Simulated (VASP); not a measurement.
```yaml
crystal:
  lattice:
    - [3.89734, 0.00000, 0.00000]
    - [0.00000, 3.89734, 0.00000]
    - [0.00000, 0.00000, 3.89734]
  atoms:
    - { symbol: Dy, position: [0.00000, 0.00000, 0.00000] }
    - { symbol: Bi, position: [0.50000, 0.50000, 0.50000] }
```

The base run (VASP): PBE GGA, plane waves, VASP's PBE PAW potentials (set 64). Numerical set-up: 400 eV cut-off, 9×9×9 Γ-centred mesh, first-order Methfessel-Paxton smearing of 0.10 eV, potentials Dy_3 Bi_d.

The 4f electrons are frozen in the core of the lanthanide potential, so 4f levels, which can set the real gap, and their magnetism are missing.

One setting is varied; ΔE counts from the base run. The base run took about 20 core-seconds. The timings are rough (shared machines, no repeats); factors under 2 mean little.

Pressures at a finite cut-off, here 400 eV, hold a Pulay part, which wasn't tested here.

```json
[
 {"setting": "KPOINTS 2×2×2 Monkhorst-Pack mesh", "cost over the base run": "about 1/4", "electronic steps": "13", "ΔE (meV/atom)": "-685.2", "pressure (GPa)": "-0.88"},
 {"setting": "KPOINTS 5×5×5 Monkhorst-Pack mesh", "cost over the base run": "about 1/2", "electronic steps": "12", "ΔE (meV/atom)": "5.6", "pressure (GPa)": "-0.94"},
 {"setting": "KPOINTS 8×8×8 Monkhorst-Pack mesh", "cost over the base run": "within a factor of 2", "electronic steps": "12", "ΔE (meV/atom)": "-13.2", "pressure (GPa)": "-0.44"},
 {"setting": "base run", "cost over the base run": "reference", "electronic steps": "12", "ΔE (meV/atom)": "0.0", "pressure (GPa)": "-0.64"},
 {"setting": "KPOINTS 11×11×11 Monkhorst-Pack mesh", "cost over the base run": "about 2 times", "electronic steps": "12", "ΔE (meV/atom)": "-6.3", "pressure (GPa)": "-0.64"}
]
```

Left out are runs that failed, have no time on record or changed the cell.

The structure was generated: DyBi was put into the CsCl type (Pm-3m), which need not be its known phase. The cell was not relaxed at this level.
